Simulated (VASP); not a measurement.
**Al: single point with PBE**

Crystal: Al.

```
Al
1.0
     0.00000    2.02481    2.02481
     2.02481    0.00000    2.02481
     2.02481    2.02481    0.00000
Al
1
Direct
  0.00000 0.00000 0.00000
```

```json
{
 "Program": "VASP 6.6.1",
 "Task": "single point",
 "Functional": "PBE",
 "Potentials or basis": "VASP PAW PBE potentials, release 64 (Al)",
 "Cutoff": "520 eV",
 "k mesh": "14 × 14 × 14",
 "Occupations": "gaussian, width 0.1 eV",
 "Spin": "no spin polarisation"
}
```

The pressure is -0.8 GPa. The band gap on the k mesh is none (metal or under the smearing width).

Levels at points of the mesh, in eV from the Fermi level:
| k point | band 1 | band 2 | band 3 | band 4 | band 5 |
| --- | --- | --- | --- | --- | --- |
| (0.00, 0.00, 0.00) | -11.06 | 12.62 | 12.62 | 12.62 | 14.06 |
| (0.50, 0.00, 0.00) | -4.54 | -4.34 | 11.37 | 11.37 | 11.46 |
| (0.50, 0.50, 0.00) | -2.88 | -1.57 | 5.29 | 5.60 | 5.60 |

It took 6.9 s on 1 thread of Intel(R) Xeon(R) Platinum 8488C (Sapphire Rapids), on a shared host, peak memory 0.13 GiB.
